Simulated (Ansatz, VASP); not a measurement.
**BaSi3: VASP beside Ansatz**

The input INCAR:

```
SYSTEM = BaSi3
PREC = Accurate
ENCUT = 520
EDIFF = 1E-7
ISMEAR = 0
SIGMA = 0.05
LREAL = .False.
LASPH = .True.
NELM = 100
ALGO = Normal
ISIF = 2
LWAVE = .False.
LCHARG = .False.
GGA = PE
NBANDS = 19
```

Contents of KPOINTS:

```
Automatic mesh
0
Gamma
  8 8 8
  0 0 0
```

The input POSCAR:

```
BaSi3
1.0
    4.5177146806      0.0000000000      0.0000000000
    0.0000000000      4.5177146806      0.0000000000
    0.0000000000      0.0000000000      4.5177146806
Ba Si
1 3
Direct
    0.0000000000      0.0000000000      0.0000000000
    0.0000000000      0.5000000000      0.5000000000
    0.5000000000      0.5000000000      0.0000000000
    0.5000000000      0.0000000000      0.5000000000
```

Input for Ansatz:

```yaml
crystal:
  lattice:
    - [4.5177146806, 0.0, 0.0]
    - [0.0, 4.5177146806, 0.0]
    - [0.0, 0.0, 4.5177146806]
  atoms:
    - { symbol: Ba, position: [0.0, 0.0, 0.0] }
    - { symbol: Si, position: [0.0, 0.5, 0.5] }
    - { symbol: Si, position: [0.5, 0.5, 0.0] }
    - { symbol: Si, position: [0.5, 0.0, 0.5] }
basis:
  ecutwfc: 420
  ecutrho_ratio: 4
kpoints:
  mp_grid: { grid: [8, 8, 8] }
hamiltonian:
  xc: pbe
scf:
  occupations: { method: gaussian, width: 0.05 }
output:
  forces: true
  stress: true
  eigenvalues: true
```

Alike in both runs: task single point; functional PBE; k mesh 8 × 8 × 8; occupations gaussian, width 0.05 eV; no spin polarisation.

```csv
,VASP,Ansatz
version,VASP 6.6.1,Ansatz 0.2.0
potentials or method,"VASP PAW PBE potentials, release 64 (Ba_sv, Si)","scalar-relativistic, plane waves, PAW"
plane-wave cutoff (eV),520,420
valence electrons in the cell,22,22
```

```csv
,VASP,Ansatz,Ansatz less VASP
gap on the k mesh at the Fermi level (eV),none,none,-
pressure (GPa),-0.3,-1.0,-0.74
```

A gap of «none» marks a metal or a gap that the smearing closes.

The runs have no spin-orbit coupling, so splittings on Ba are missing.
